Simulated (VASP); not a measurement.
Wanted: the native input for a VASP 6.6.1 run.

| Quantity | Value |
| --- | --- |
| Task | relaxation of cell and atoms |
| Functional | PBE |
| Potentials or basis | VASP PAW PBE potentials, release 64 (Ni, O) |
| Cutoff | 600 eV |
| k mesh | 12 × 12 × 12 |
| Occupations | gaussian, width 0.03 eV |
| Spin | collinear spin, ferromagnetic start |
| Starting moments | [2.0, 0.0] μB |
| Hubbard terms | Ni d U = 6.2 eV |
| Further INCAR settings | ALGO = Normal; EDIFF = 1e-07; AMIX = 0.2; BMIX = 0.0001; IBRION = 2; EDIFFG = -0.005; NSW = 90; ISIF = 3 |

The structure of NiO lies in POSCAR:

```
NiO                                     
1.0
    0.0000000000      2.0978138330      2.0978138330
    2.0978138330      0.0000000000      2.0978138330
    2.0978138330      2.0978138330     -0.0000000000
  Ni              O             
     1     1
Direct
     0.0000000000000000    0.0000000000000000    0.0000000000000000
     0.5000000000000000    0.5000000000000000    0.5000000000000000
```

The input as run:

INCAR

```
SYSTEM = NiO
PREC     = Accurate       ! precision mode
ENCUT    = 600            ! plane-wave cutoff, eV
EDIFF    = 1E-7           ! SCF threshold, eV
ISMEAR   = 0              ! smearing method
SIGMA    = 0.03           ! smearing width, eV
LREAL    = .False.        ! projectors in reciprocal space
LASPH    = .True.         ! aspherical terms in the spheres
NELM     = 150            ! most SCF steps
ALGO     = Normal         ! electronic algorithm
ISIF     = 3              ! what is computed and relaxed
LWAVE    = .False.        ! write WAVECAR
LCHARG   = .False.        ! write CHGCAR
ISPIN    = 2              ! spin polarisation
MAGMOM   = 2 0            ! initial moments
LORBIT   = 11             ! projections on sites
LMAXMIX  = 4              ! l up to which the mixer works
LDAU     = .True.         ! DFT+U
LDAUTYPE = 2            
LDAUL    = 2 -1           ! shell
LDAUU    = 6.2 0          ! U, eV
LDAUJ    = 0 0          
LDAUPRINT= 1            
GGA      = PE             ! functional
IBRION   = 2              ! ionic algorithm
NSW      = 90             ! ionic steps
EDIFFG   = -0.005         ! ionic threshold
AMIX     = 0.2          
BMIX     = 1E-4         
AMIX_MAG = 0.8          
BMIX_MAG = 1E-4
```

KPOINTS

```
regular mesh
0
Gamma
  12 12 12
  0 0 0
```

Potentials or basis: VASP PAW PBE potentials, release 64 (Ni, O).

Command:

```console
$ cat potpaw_PBE.64/Ni/POTCAR potpaw_PBE.64/O/POTCAR > POTCAR
$ mpirun -np 1 vasp_std > vasp.out
```

Results of the run:

- Pressure after relaxing: 0.0 GPa
- Band gap on the k mesh: 2.55 eV, indirect (least direct gap 3.19 eV)
- Net moment: 2.00 μB per cell
- Site moments: Ni +1.82; O +0.17 μB
- Valence electrons inside the program's atomic spheres: Ni 8.97; O 5.02

Caveat: the relaxation stopped at its first step, so nothing moved; a cell with one magnetic atom can't hold antiferromagnetic order, which such compounds often take.

Run time: 16 s on 1 thread of Intel(R) Xeon(R) 6975P-C (Granite Rapids), with other jobs on the host, peak memory 0.17 GiB.
